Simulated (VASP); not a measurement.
Si, 2 atoms in the cell. It takes space group Fd-3m (No. 227, cubic). Conventional cell: a = 5.402 Å, b = 5.402 Å, c = 5.402 Å, α = 90.00°, β = 90.00°, γ = 90.00°. Around Si (site symmetry -43m) lie 4 Si at 2.34 Å. 

```yaml
Program: VASP 6.6.1
Task: relaxation of cell and atoms
Functional: LDA
Potentials_or_basis: VASP PAW LDA potentials, release 64 (Si)
Cutoff: 600 eV
k_mesh: 12 × 12 × 12
Occupations: gaussian, width 0.02 eV
Spin: no spin polarisation
Dipole_correction: no
Further_INCAR_settings: ALGO = Fast; EDIFF = 1e-07; IBRION = 2; EDIFFG = -0.005; NSW = 100; ISIF = 3
```

Potentials or basis: VASP PAW LDA potentials, release 64 (Si).

Launch:

```bash
$ cat potpaw_LDA.64/Si/POTCAR > POTCAR
$ mpirun -np 1 vasp_std > vasp.out
```

Hardware: 1 thread of AMD EPYC 9R45 96-Core Processor (Zen 5) (shared host).

Task: Estimate the wall time of this run.

Result: Run time: 18 s on 1 thread of AMD EPYC 9R45 96-Core Processor (Zen 5) (shared host), peak memory 0.13 GiB. Counts: scf iterations 19, k points 72, ion steps 2.
